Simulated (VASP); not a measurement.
```yaml
crystal:
  lattice:
    - [3.61926, 0.00000, 0.00000]
    - [-1.80963, 3.13437, 0.00000]
    - [0.00000, 0.00000, 16.98204]
  atoms:
    - { symbol: Pt, position: [0.00000, 0.00000, 0.50000] }
    - { symbol: Se, position: [0.33333, 0.66667, 0.58780] }
    - { symbol: Se, position: [0.66667, 0.33333, 0.41220] }
```

Computed with PBE GGA, VASP's PBE PAW potentials (set 64) (plane waves; VASP). Numerical set-up: 300 eV cut-off, 9×9×1 Γ-centred mesh, Gaussian smearing of 0.14 eV, potentials Pt Se.

At this cut-off the stress carries a Pulay error, which pulls relaxed volumes low. The cell holds a wide vacuum, so values per volume refer to the whole cell.

Question: Which forces act on the atoms, in eV/Å?

Answer: 
| atom | Fx | Fy | Fz |
|---|---|---|---|
| Pt1 | 0.000 | 0.000 | 0.000 |
| Se2 | 0.000 | 0.000 | -1.165 |
| Se3 | 0.000 | 0.000 | 1.165 |

Question: Give the stress tensor in GPa (positive for a compressed cell).

Answer: 
```
-0.09   0.00   0.00
 0.00  -0.09   0.00
 0.00   0.00  -2.95
```
The pressure is its mean diagonal, -1.04 GPa.

The cell is a sheet with vacuum, built from a generated structure.
